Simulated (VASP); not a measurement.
```
CELL_PARAMETERS angstrom
      2.98900     0.00000     0.00000
     -1.49450     2.58855     0.00000
      0.00000     0.00000     8.71286
ATOMIC_POSITIONS crystal
  Mo 0.33333 0.66667 0.04308
  Mo 0.66667 0.33333 0.54308
  As 0.33333 0.66667 0.33192
  As 0.66667 0.33333 0.83192
```

Level of theory: PBEsol GGA, VASP's PBE PAW potentials (set 64) (plane waves; VASP). Settings: 400 eV cut-off, 13×13×4 Γ-centred mesh, tetrahedra with Blöchl corrections, potentials Mo_sv As.

Problem. What does the run give for the energy per atom (σ→0), band gap (on the k-mesh) with the smallest direct gap where there is one?

Solution. 
```
Item                                                         Value
------------------------  ----------------------------------------
band gap (on the k-mesh)  none (metal, semimetal or under 0.01 eV)
energy per atom (σ→0)                               -8.232 eV/atom
```

The structure was generated: MoAs was put into the wurtzite type (P6_3mc), which need not be its known phase. It was relaxed first, which changed the volume by -46 %.
